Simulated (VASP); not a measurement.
Data:

```xyz
2
Lattice="0.0000 2.9117 2.9117 2.9117 0.0000 2.9117 2.9117 2.9117 0.0000" Properties=species:S:1:pos:R:3 pbc="T T T"
Ce     2.9117     2.9117     2.9117
As     0.0000     0.0000     0.0000
```

All values below come from LDA (Ceperley-Alder, Perdew-Zunger) with spin-orbit coupling, VASP's LDA PAW potentials (set 64) (plane waves; VASP 6.6.1). Numerical set-up: 400 eV cut-off, 10×10×10 Γ-centred mesh, Gaussian smearing of 0.050 eV, potentials Ce As.

Question: Give the energies of bands 11 to 23 at the high-symmetry points, in eV from the Fermi level.

Answer: 
| band | Γ | X | U | L | W |
|---|---|---|---|---|---|
| 11 | -1.05 | -1.57 | -2.50 | -4.17 | -2.58 |
| 12 | -1.05 | -1.57 | -2.50 | -4.17 | -2.58 |
| 13 | -0.93 | -1.05 | -1.73 | -2.60 | -1.83 |
| 14 | -0.93 | -1.05 | -1.73 | -2.60 | -1.83 |
| 15 | -0.93 | -1.04 | -1.66 | -2.51 | -1.64 |
| 16 | -0.93 | -1.04 | -1.66 | -2.51 | -1.64 |
| 17 | 0.09 | -0.89 | -0.10 | 0.10 | 0.05 |
| 18 | 0.09 | -0.89 | -0.10 | 0.10 | 0.05 |
| 19 | 0.53 | 0.17 | 0.16 | 0.12 | 0.12 |
| 20 | 0.53 | 0.17 | 0.16 | 0.12 | 0.12 |
| 21 | 0.54 | 0.17 | 0.17 | 0.17 | 0.18 |
| 22 | 0.54 | 0.17 | 0.17 | 0.17 | 0.18 |
| 23 | 0.54 | 0.48 | 0.46 | 0.45 | 0.48 |

It has no gap at this level: it comes out as a metal or semimetal.

The structure comes from a computed database's CeAs entry (Fm-3m); how it stands against other phases isn't given here. It was relaxed first, which changed the volume by -12 %.
